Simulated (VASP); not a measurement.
Consider the following.

```
SrTe
1.0
    0.00000     3.33000     3.33000
    3.33000     0.00000     3.33000
    3.33000     3.33000     0.00000
Sr Te
1 1
Direct
  0.00000   0.00000   0.00000
  0.50000   0.50000   0.50000
```

Calculation: PBEsol GGA, VASP's PBE PAW potentials (set 64) (plane waves; VASP). Run with 300 eV cut-off, 6×6×6 Γ-centred mesh, Fermi-Dirac smearing of 0.010 eV, potentials Sr_sv Te.

Unless said otherwise, spin-orbit coupling is left out, though it shifts the bands of the heavy elements here.

Q: Give the energies of bands 6 to 11 at the high-symmetry points, in eV from the valence-band maximum.

A: 
```
band     Γ      X      U      L      W
----  ----  -----  -----  -----  -----
6     0.00  -2.01  -1.82  -2.89  -1.61
7     0.00  -0.75  -1.79  -1.12  -1.61
8     0.00  -0.75  -0.97  -1.12  -1.55
9     2.70   1.60   2.71   3.76   3.86
10    3.21   3.79   4.86   5.11   3.86
11    3.21   4.81   5.48   5.30   4.41
```

The gap is indirect, 1.61 eV, from the valence maximum at Γ to the conduction minimum at X.

The structure is a typed SrTe crystal (Fm-3m). The cell was not relaxed at this level.
